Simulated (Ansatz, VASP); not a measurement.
## TaSiO4: VASP beside Ansatz

```xyz
6
Lattice="4.1393 0.0000 0.0000 0.0000 4.1393 0.0000 0.0000 0.0000 4.1393" Properties=species:S:1:pos:R:3 pbc="T T T"
Ta    0.0000    0.0000    0.0000
Si    2.0696    2.0696    2.0696
O     1.1214    1.1214    1.1214
O     3.0178    3.0178    1.1214
O     3.0178    1.1214    3.0178
O     1.1214    3.0178    3.0178
```

Alike in both runs: functional PBE; k mesh 10 × 10 × 10; occupations gaussian, width 0.1 eV; collinear spin.

Ansatz relaxed the structure, and its values are those at the end. VASP's run is a single point on that final structure, the one shown.

|  | VASP | Ansatz |
| --- | --- | --- |
| version | VASP 6.6.1 | Ansatz 0.2.0 |
| potentials or method | VASP PAW PBE potentials, release 64 (Ta_pv, Si, O) | scalar-relativistic, plane waves, PAW |
| plane-wave cutoff (eV) | 520 | 420 |
| valence electrons in the cell | 39 | 41 |

|  | VASP | Ansatz | Ansatz less VASP |
| --- | --- | --- | --- |
| gap on the k mesh at the Fermi level (eV) | none | none | - |
| pressure (GPa) | 0.5 | 0.0 | -0.45 |
| rms of the force components (eV/Å) | 0.017 | 0.000 | -0.0161 |
| net moment per atom (μB) | 0.17 | 0.17 | 0.000 |
| size of the moment on the site where the two differ most (μB) | 0.72 | 0.36 | -0.361 |

Site moments also hang on the region over which each program counts them. A gap of «none» marks a metal or a gap that the smearing closes. The two sets of potentials don't hold the same shells in valence.

The runs have no spin-orbit coupling, so splittings on Ta are missing.
